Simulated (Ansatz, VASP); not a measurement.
## Ta (Ta(110)): VASP beside Ansatz

Wanted: the spread between two codes on one cell, functional and k mesh. The cell is taken from a series of runs on this material, whose earlier steps may have relaxed, scaled, displaced or heated it; both programs get it as it stands.

Program: Ansatz 0.2.0. Level of theory: plane waves, with VASP 6.6.1 beside it; single point at PBE. Results are calculated unless marked as measured.

### Step 1. Starting point

The cell holds 7 atoms: 7 Ta. Its edges and angles: a = 2.867 Å, b = 2.867 Å, c = 32.043 Å, α = 90.0°, β = 90.0°, γ = 70.5°. Vacuum lies along c.

As a file:

```xyz
7
Lattice="2.3405 -1.6550 0.0000 2.3405 1.6550 0.0000 0.0000 0.0000 32.0431" Properties=species:S:1:pos:R:3
Ta    0.0000    0.0000    9.0000
Ta    2.3405    0.0000   11.3405
Ta    0.0000    0.0000   13.6810
Ta    2.3405    0.0000   16.0216
Ta    0.0000    0.0000   18.3621
Ta    2.3405    0.0000   20.7026
Ta    0.0000    0.0000   23.0431
```

### Step 2. VASP: single point, PBE

With cell and atoms fixed, the geometry can't cause a difference; cores, projectors, grids and the points listed under the comparison can.

Lines of VASP's logs that name or quote its potential files are left out, and so is its time.

Input file INCAR:

```
SYSTEM = Ta
PREC = Accurate
ENCUT = 400
EDIFF = 1E-06
NELM = 120
ISMEAR = 0
SIGMA = 0.05
LREAL = .FALSE.
ALGO = Normal
GGA = PE
NBANDS = 47
LASPH = .TRUE.
LORBIT = 11
LWAVE = .FALSE.
LCHARG = .FALSE.
ISIF = 2
LDIPOL = .TRUE.
IDIPOL = 3
DIPOL = 0.5 0.5 0.5
LVHAR = .TRUE.
GGA_COMPAT = .FALSE.
NELMDL = -8
KPAR = 2
```

Input file POSCAR:

```
Ta
1.0
    2.3405234457     -1.6550000000      0.0000000000
    2.3405234457      1.6550000000      0.0000000000
    0.0000000000      0.0000000000     32.0431406744
Ta
7
Direct
    0.0000000000      0.0000000000      0.2808713444
    0.5000000000      0.5000000000      0.3539142296
    0.0000000000      0.0000000000      0.4269571148
    0.5000000000      0.5000000000      0.5000000000
    0.0000000000      0.0000000000      0.5730428852
    0.5000000000      0.5000000000      0.6460857704
    0.0000000000      0.0000000000      0.7191286556
```

Input file KPOINTS:

```
Automatic mesh
0
Gamma
15 15 1
0 0 0
```

PAW data sets: Ta_pv (PBE family, release 64).

Launch:

```sh
$ mpirun -np 2 vasp_std
```

Numbers of over 12 decimals in the logs are rounded to 6 here.

The log of the run:

```text
[banner, memory and clock lines left out]
running    2 mpi-ranks, on    1 nodes
 distrk:  each k-point on    1 cores,    2 groups
 distr:  one band on    1 cores,    1 groups

 POSCAR found type information on POSCAR Ta
 POSCAR found :  1 types and       7 ions
 LDA part: xc-table for (Slater+PW92), standard interpolation
 POSCAR, INCAR and KPOINTS ok, starting setup
 FFT: planning ... GRIDC
 FFT: planning ... GRID_SOFT
 FFT: planning ... GRID
 WAVECAR not read
 entering main loop
       N       E                     dE             d eps       ncg     rms          rms(c)
DAV:   1     0.616449516368E+03    0.61645E+03   -0.39770E+04  7584   0.125E+03
DAV:   2    -0.577689315543E+02   -0.67422E+03   -0.65935E+03  6943   0.385E+02
DAV:   3    -0.853256365403E+02   -0.27557E+02   -0.26057E+02  7922   0.677E+01
DAV:   4    -0.864039346993E+02   -0.10783E+01   -0.10568E+01  8160   0.119E+01
DAV:   5    -0.864483846756E+02   -0.44450E-01   -0.44124E-01  8367   0.197E+00
DAV:   6    -0.864502281900E+02   -0.18435E-02   -0.18349E-02  8272   0.359E-01
DAV:   7    -0.864503496721E+02   -0.12148E-03   -0.12125E-03  8382   0.729E-02
DAV:   8    -0.864503578645E+02   -0.81924E-05   -0.81828E-05  7008   0.155E-02    0.347E+01
DAV:   9    -0.161706208257E+03   -0.75256E+02   -0.52281E+02  9606   0.900E+01    0.351E+01
DAV:  10    -0.101936329908E+03    0.59770E+02   -0.13401E+03  9507   0.553E+01    0.284E+01
DAV:  11    -0.904250451199E+02    0.11511E+02   -0.17835E+02  7532   0.369E+01    0.134E+01
DAV:  12    -0.811543671697E+02    0.92707E+01   -0.34862E+01  8258   0.176E+01    0.689E+00
DAV:  13    -0.810021072049E+02    0.15226E+00   -0.57444E+00  7923   0.879E+00    0.552E+00
DAV:  14    -0.809918520216E+02    0.10255E-01   -0.65795E-01  7770   0.410E+00    0.505E+00
[...]
DAV:  27    -0.803675534864E+02   -0.38818E-04   -0.90323E-06  6132   0.138E-02    0.397E-03
DAV:  28    -0.803675979868E+02   -0.44500E-04   -0.98907E-06  5474   0.909E-03    0.310E-03
DAV:  29    -0.803676160735E+02   -0.18087E-04   -0.38520E-06  4851   0.586E-03    0.242E-03
DAV:  30    -0.803676406628E+02   -0.24589E-04   -0.11767E-06  4513   0.308E-03    0.145E-03
DAV:  31    -0.803676590778E+02   -0.18415E-04   -0.11729E-06  4560   0.323E-03    0.112E-03
DAV:  32    -0.803676722545E+02   -0.13177E-04   -0.11483E-06  4526   0.214E-03    0.793E-04
DAV:  33    -0.803676757048E+02   -0.34503E-05   -0.25265E-07  4333   0.135E-03    0.241E-04
DAV:  34    -0.803676764782E+02   -0.77337E-06   -0.44810E-08  4059   0.639E-04
   1 F= -.80367676E+02 E0= -.80360761E+02  d E =-.138305E-01
```

Parts of OUTCAR (step 2):

```text
ion  position               nearest neighbor table
   1  0.000  0.000  0.281-   2 2.87   2 2.87   2 3.31   2 3.31
   2  0.500  0.500  0.354-   3 2.87   3 2.87   1 2.87   1 2.87   3 3.31   3 3.31   1 3.31   1 3.31

  LATTYP: Found a base centered orthorhombic cell.
 ALAT       =     3.3100000000
 B/A-ratio  =     1.4142135624
 C/A-ratio  =     9.6807071524

 Subroutine GETGRP returns: Found  8 space group operations
 (whereof  8 operations were pure point group operations)

The static configuration has the point symmetry D_2h.

 Found     64 irreducible k-points:

   k-points           NKPTS =     64   k-points in BZ     NKDIM =     64   number of bands    NBANDS=     47

   dimension x,y,z NGX =    20 NGY =   20 NGZ =  210
   dimension x,y,z NGXF=    40 NGYF=   40 NGZF=  420

   ENCUT  =  400.0 eV  29.40 Ry    5.42 a.u.   4.67  4.67 52.25*2*pi/ulx,y,z

   NELECT =      77.0000    total number of electrons

 k-points in reciprocal lattice and weights: Automatic mesh
   0.00000000  0.00000000  0.00000000       0.004
   0.06666667  0.00000000  0.00000000       0.018
   0.13333333 -0.00000000  0.00000000       0.018
   0.20000000 -0.00000000  0.00000000       0.018
   0.26666667 -0.00000000  0.00000000       0.018
   0.33333333  0.00000000  0.00000000       0.018
   0.40000000 -0.00000000  0.00000000       0.018
   0.46666667 -0.00000000  0.00000000       0.018
   0.06666667  0.06666667  0.00000000       0.009
[...]
0.46666667  0.46666667  0.00000000       0.009
  -0.46666667  0.46666667  0.00000000       0.009

 dipolmoment           0.000000      0.000000      0.000000 electrons x Angstroem

 average (electrostatic) potential at core
       1 -41.8760       2 -41.4615       3 -41.3804       4 -41.3657       5 -41.3804
       6 -41.4615       7 -41.8760

 E-fermi :   0.5760

 k-point     1 :       0.0000    0.0000    0.0000
  band No.  band energies     occupation
    ...
     31      -0.4672      2.00000
     32      -0.0663      2.00000
     33       0.1740      2.00000
     34       0.2182      2.00000
     35       0.3798      2.00000
     36       0.6962      0.00068
     37       0.7114      0.00013
     38       0.8171      0.00000
     39       1.0499      0.00000
     40       1.1717      0.00000
    ...

 k-point     2 :       0.0667    0.0000    0.0000
  band No.  band energies     occupation
    ...
     32      -0.0600      2.00000
     33       0.1187      2.00000
     34       0.1834      2.00000
     35       0.3833      2.00000
     36       0.5550      1.44702
     37       0.6148      0.27288
     38       0.8077      0.00000
     39       0.9691      0.00000
     40       1.1079      0.00000
     41       1.1387      0.00000
    ...

 k-point     3 :       0.1333   -0.0000    0.0000
  band No.  band energies     occupation
    ...
     33      -0.0491      2.00000
     34       0.0461      2.00000
     35       0.2622      2.00000
     36       0.3172      2.00000
     37       0.4446      1.99980
     38       0.6201      0.21196
     39       0.7493      0.00000
     40       0.8948      0.00000
     41       0.8951      0.00000
     42       1.1340      0.00000
    ...

  Total       -3.1692209     -3.0529791     -1.4746891      0.0000000      0.0000000      0.0000000
  in kB      -20.4544135    -19.7041790     -9.5177650      0.0000000      0.0000000      0.0000000
  external PRESSURE =     -16.5587859 kB  Pullay stress =       0.0000000 kB

  energy-cutoff  :      400.00
  volume of cell :      248.24
      direct lattice vectors                 reciprocal lattice vectors
     2.340523446 -1.655000000  0.000000000     0.213627426 -0.302114804  0.000000000
     2.340523446  1.655000000  0.000000000     0.213627426  0.302114804  0.000000000
     0.000000000  0.000000000 32.043140674     0.000000000  0.000000000  0.031207927

 POSITION                                       TOTAL-FORCE (eV/Angst)
 -----------------------------------------------------------------------------------
      0.00000      0.00000      9.00000         0.000000      0.000000      0.415521
      2.34052      0.00000     11.34052         0.000000      0.000000     -0.417685
      0.00000      0.00000     13.68105        -0.000000      0.000000     -0.111877
      2.34052      0.00000     16.02157        -0.000000      0.000000      0.000000
      0.00000      0.00000     18.36209        -0.000000      0.000000      0.111877
      2.34052      0.00000     20.70262         0.000000      0.000000      0.417685
      0.00000      0.00000     23.04314        -0.000000      0.000000     -0.415521
 -----------------------------------------------------------------------------------
    total drift:                                0.000000     -0.000000      0.000000

  FREE ENERGIE OF THE ION-ELECTRON SYSTEM (eV)
  ---------------------------------------------------
  free  energy   TOTEN  =       -80.3676764782 eV

  energy  without entropy=      -80.3538460179  energy(sigma->0) =      -80.36076125

 vacuum level on the upper side and lower side of the slab         5.380         5.380

 total charge
# of ion       s       p       d       tot
------------------------------------------
    1        0.374   6.087   2.363   8.824
    2        0.369   6.174   2.363   8.906
    3        0.369   6.173   2.375   8.918
    4        0.370   6.170   2.382   8.922
    5        0.369   6.173   2.375   8.918
    6        0.369   6.174   2.363   8.906
    7        0.374   6.087   2.363   8.824
--------------------------------------------------
tot          2.595  43.037  16.585  62.217

[... 3 further parts left out ...]
```

This run has no spin polarisation. Its electron count is odd, so without a moment it is a metal by construction.

### Step 3. Ansatz: single point, PBE

Ansatz runs on its default PAW (the set named soft_2) files.

The same cell, functional, mesh and smearing now go to Ansatz, which takes its cutoff from its data sets.

Input file input.yaml:

```yaml
crystal:
  lattice:
    - [2.3405234457, -1.655, 0.0]
    - [2.3405234457, 1.655, 0.0]
    - [0.0, 0.0, 32.0431406744]
  atoms:
    - { symbol: Ta, position: [0.0, 0.0, 0.2808713444] }
    - { symbol: Ta, position: [0.5, 0.5, 0.3539142296] }
    - { symbol: Ta, position: [0.0, 0.0, 0.4269571148] }
    - { symbol: Ta, position: [0.5, 0.5, 0.5] }
    - { symbol: Ta, position: [0.0, 0.0, 0.5730428852] }
    - { symbol: Ta, position: [0.5, 0.5, 0.6460857704] }
    - { symbol: Ta, position: [0.0, 0.0, 0.7191286556] }
kpoints:
  mp_grid: { grid: [15, 15, 1] }
hamiltonian:
  xc: pbe
scf:
  occupations: { method: gaussian, width: 0.05 }
  convergence: { dr2_threshold: 1.0e-09 }
efield:
  axis: 3
  dipole_correction: true
  ramp_position: 0.97
  ramp_width: 0.06
output:
  write_potential: true
  write_density: true
  volumetric_format: npy
```

Launch:

```sh
$ ansatz run input.yaml --threads 2 --pin off --max-ram 3072MiB --backend cpu --events-out ev --progress --plain --runs-dir out
```

The log of the run:

```text
Engine: ansatz 0.2.0, aarch64-unknown-linux-gnu
Pseudopotentials: kind: paw
Pseudopotential: Ta, paw, valence charge 13, recommended cutoff 420 eV (normal), Ta.paw.azcp
Functional definition: PBE
  parameter kappa = 0.804
  parameter beta = 0.066725
  exchange = pbe_x(kappa = kappa, mu = beta*pi^2/3)
  correlation = pbe_c(beta = beta)
Crystal: 7 atoms, lattice volume = 248.242 Å³
Basis set: ecut = 420 eV, 4877 PW (Γ)
Bands: 55, of which v1, the nominal top of the filled ones, is band 46 counted from 1 (45 counted from 0)
Symmetry: 4 space group operations
k-points: 64 of 225
Non-local potential: Ta, projectors of the file, l = 0: 3, l = 1: 2, l = 2: 2, l = 3: 1
PAW form: soft (Blöchl's): semilocal exchange-correlation on the pseudo side does not see the compensation charge
PAW one-centre angular grid: Ta, 590 points (default); XC on 64 Gauss nodes
Initial density: superposition of atomic densities (neutral atoms: chi_scale 0, normalization atom), corrected by the library's trained network
Initial wavefunctions: pseudopotential atomic-orbital guess
Functional: x = pbe(κ = 0.804, μ = 0.219515), c = pbe(β = 0.066725)
SCF iter   1: F=—  HF=-69523.629023 eV  |F-HF|=—  |Δ(HF+E_count)|=         —  Δρ=1.10e-2  dr2=1.78e1  ethr=1.77e-3  p=0.000 e·Å  D=9.43e-14 V/Å  ΔV_dip=-0.00 eV  dr2_dipole=1.02e-6  V_vac-E_F(+/−)=5.16/5.16 eV  ⟨swp⟩=8.5  Hψ=16350  notcnv=0  defer=20
efield: sawtooth ramp at fractional position 0.9700 (set: `efield.ramp_position`, or a place that a band, a saddle search or an elastic batch's reference lends), width 0.0600; the density the first Hamiltonian is built on has a dipole p = 0.000 e·Å; the dipole correction subtracts the counter field D = 9.43e-14 V/Å, which shifts the + side's vacuum level by -0.00 eV against the − side's; the planar-averaged density in the ramp window peaks in size at 1.5e-5 e/Å³
preconditioner: auto → LDOS  [metal: Δε(μ)=0.017 eV  Ē_g=3.941 eV  σ=0.050 eV  W_gap=0.19  n_scr=22 (ndim 8)  ℏωp=13.9 eV  f_vac=0.434  D(μ)=7.85/eV (n_scr^D=44)  β→1.0]
SCF iter   2: F=—  HF=-69523.432642 eV  |F-HF|=—  |Δ(HF+E_count)|=   1.96e-1  Δρ=3.42e-3  dr2=4.94e-1  ethr=1.77e-3  p=-0.000 e·Å  D=-1.10e-4 V/Å  ΔV_dip=0.00 eV  dr2_dipole=1.16e-4  V_vac-E_F(+/−)=4.92/4.92 eV  ⟨swp⟩=2.3  Hψ=4305  notcnv=0  defer=102
SCF iter   3: F=—  HF=-69523.424131 eV  |F-HF|=—  |Δ(HF+E_count)|=   8.51e-3  Δρ=6.50e-4  dr2=7.04e-3  ethr=5.43e-4  p=-0.000 e·Å  D=-3.69e-5 V/Å  ΔV_dip=0.00 eV  dr2_dipole=4.56e-6  V_vac-E_F(+/−)=4.87/4.87 eV  ⟨swp⟩=1.9  Hψ=3468  notcnv=0  defer=206
SCF iter   4: F=—  HF=-69523.424175 eV  |F-HF|=—  |Δ(HF+E_count)|=   4.46e-5  Δρ=1.65e-4  dr2=3.15e-4  ethr=7.73e-6  p=-0.000 e·Å  D=-2.04e-5 V/Å  ΔV_dip=0.00 eV  dr2_dipole=7.09e-7  V_vac-E_F(+/−)=4.84/4.84 eV  ⟨swp⟩=2.2  Hψ=4357  notcnv=0  defer=214
SCF iter   5: F=—  HF=-69523.424228 eV  |F-HF|=—  |Δ(HF+E_count)|=   5.32e-5  Δρ=6.75e-5  dr2=8.45e-5  ethr=3.46e-7  p=-0.000 e·Å  D=-6.27e-6 V/Å  ΔV_dip=0.00 eV  dr2_dipole=1.15e-10  V_vac-E_F(+/−)=4.82/4.82 eV  ⟨swp⟩=2.3  Hψ=4298  notcnv=0  defer=214
SCF iter   6: F=—  HF=-69523.424222 eV  |F-HF|=—  |Δ(HF+E_count)|=   6.70e-6  Δρ=2.14e-5  dr2=3.79e-6  ethr=9.28e-8  p=-0.000 e·Å  D=-3.04e-6 V/Å  ΔV_dip=0.00 eV  dr2_dipole=1.88e-9  V_vac-E_F(+/−)=4.81/4.81 eV  ⟨swp⟩=2.0  Hψ=3959  notcnv=0  defer=214
SCF iter   7: F=—  HF=-69523.424201 eV  |F-HF|=—  |Δ(HF+E_count)|=   2.05e-5  Δρ=9.14e-6  dr2=8.36e-7  ethr=4.16e-9  p=-0.000 e·Å  D=-4.33e-7 V/Å  ΔV_dip=0.00 eV  dr2_dipole=1.16e-9  V_vac-E_F(+/−)=4.81/4.81 eV  ⟨swp⟩=2.6  Hψ=6237  notcnv=0  defer=210
SCF iter   8: F=—  HF=-69523.424201 eV  |F-HF|=—  |Δ(HF+E_count)|=   8.92e-8  Δρ=3.42e-6  dr2=4.94e-8  ethr=9.19e-10  p=-0.000 e·Å  D=-1.73e-7 V/Å  ΔV_dip=0.00 eV  dr2_dipole=1.12e-10  V_vac-E_F(+/−)=4.81/4.81 eV  ⟨swp⟩=2.5  Hψ=5684  notcnv=0  defer=210
SCF iter   9: F=—  HF=-69523.424201 eV  |F-HF|=—  |Δ(HF+E_count)|=   2.24e-8  Δρ=1.08e-6  dr2=3.93e-9  ethr=5.43e-11  p=-0.000 e·Å  D=-4.56e-8 V/Å  ΔV_dip=0.00 eV  dr2_dipole=7.90e-12  V_vac-E_F(+/−)=4.81/4.81 eV  ⟨swp⟩=2.7  Hψ=5658  notcnv=0  defer=210
SCF iter  10: F=-69523.424201 eV  HF=-69523.424201 eV  |F-HF|=3.78e-10  |Δ(HF+E_count)|=   2.43e-9  Δρ=3.10e-7  dr2=1.79e-10  ethr=1.10e-12  p=-0.000 e·Å  D=-4.59e-9 V/Å  ΔV_dip=0.00 eV  dr2_dipole=4.76e-13  V_vac-E_F(+/−)=4.81/4.81 eV  ⟨swp⟩=15.2  Hψ=12471  notcnv=0
SCF 1 converged in 10 iterations: F = -69523.424201 eV  dr2 = 1.79e-10
  greatest PAW one-centre occupation: 0.999 electrons in one spin orbital (limit 2), on the Ta atom at site 3 (counted from 0), in its partial waves of l = 0
WARN: The output density's exchange-correlation potential varies sharply where the density is thin. Do not read a vacuum level from v_tot or v_xc, or from such a field of the output density. On a cell that repeats whose density bears no net charge and no dipole along the vacuum's axis use v_es (v_loc + v_h of the components); under efield.dipole_correction with no amplitude use v_es + v_field, which holds any externa [...]
SCF converged after 10 iterations
Free energy (F): -69523.424201 eV
Harris-Foulkes:  -69523.424201 eV  (|F-HF|=3.78e-10)
Internal energy: -69523.410423 eV  (E = F + TS)
E sigma→0 (E₀):  -69523.417312 eV
Entropy (-TS):   -0.013779 eV (-1.968 meV/atom)
Fermi energy:    7.258919 eV
Dipole field:    D = 0.000001 V/Å  (p = 0.000001 e·Å, saw-weighted, corrected)
Work function:   Φ+ = 4.8063 eV   Φ− = 4.8063 eV
Levels:          The Fermi level and band energies are counted from a zero that moves with the ramp; work functions are not
--- Per-component energies (eV) ---
  E_band       = -1766.366432
  E_kinetic    = 2554.011286
  E_local      = -128827.917704  (includes V_loc(G=0)·N_el)
  E_nonlocal   = 103.581135
  E_hartree    = 63308.081587
  E_xc         = -1524.951005
  E_vxc        = -1422.636873  (∫ρ·V_xc dr)
  E_paw        = -58775.581040  (= ΣΔE_a)
  E_vpaw       = -789.568071  (= ΣTr[D̂ρ^β])
  E_aug_tail   = 0.000969  (compensation charges beyond the density's cutoff)
  E_efield     = 0.000000  (sawtooth field / dipole correction)
  E_vefield    = 0.000000  (∫n·V_field dr)
  E_ewald      = 53639.364350
  E_smearing   = -0.013779  (= −TS)
  E_closure    = -0.000000  (closes the sum)
  Σ components = -69523.424201   (vs F -69523.424201, Δ=0.00e0)
--- Band table (eV; the first three rows and the last of 64) ---
  k-point 0: bands = [... 42 lower, 7.3783, 7.3948, 7.4992, 7.7329, 7.8541, 7.9214, 7.9882, 8.1486, ... 5 higher]
  k-point 1: bands = [... 42 lower, 7.2371, 7.2984, 7.4900, 7.6522, 7.7904, 7.8206, 7.9879, 8.1807, ... 5 higher]
  k-point 2: bands = [... 42 lower, 7.0000, 7.1281, 7.3031, 7.4311, 7.5779, 7.5782, 7.8158, 8.2672, ... 5 higher]
  k-point 63: bands = [... 42 lower, 7.0470, 7.7198, 7.9928, 8.8153, 9.1358, 9.3483, 9.3514, 9.8713, ... 5 higher]
```

### Step 4. Differences

Known differences besides the potentials themselves: the data sets hold 91 valence electrons in Ansatz (on its default PAW (the set named soft_2) files) and 77 in VASP; the cutoff is 420 eV in Ansatz and 400 eV in VASP. Total energies have different zeros and are not compared.

Compared:

```tsv
quantity	Ansatz	VASP	difference
work function, lower of the two faces (eV)	4.81	4.80	0.00
work function, higher of the two faces (eV)	4.81	4.80	0.00
```

With vacuum in the cell, a pressure given here is an average over mostly empty space and none of the material.

### Step 5. What came out

```json
{"difference in work function, higher of the two faces (single point, PBE)": "0.0023 eV"}
```

What this shows: The difference in work function, higher of the two faces is 0.0023 eV (single point, PBE). The data sets hold unlike numbers of valence electrons (91 in Ansatz and 77 in VASP), so part of the differences comes from the potentials. Such differences can come from data sets, numerical settings and the points named under the comparisons, not from the functional's error against experiment.

[Lines on the potential files, build, host, timing and source positions are cut from VASP's logs without a mark.]

[Logs are printed without paths, hosts, clocks, repeated set-up lines and the standing remarks that a program may print on its own settings, such as how far it seeks lower states.]

[Hosts, paths, dates, database ids (printed as entryN), source tags and the programs' standing remarks are cut or masked in the printed files.]
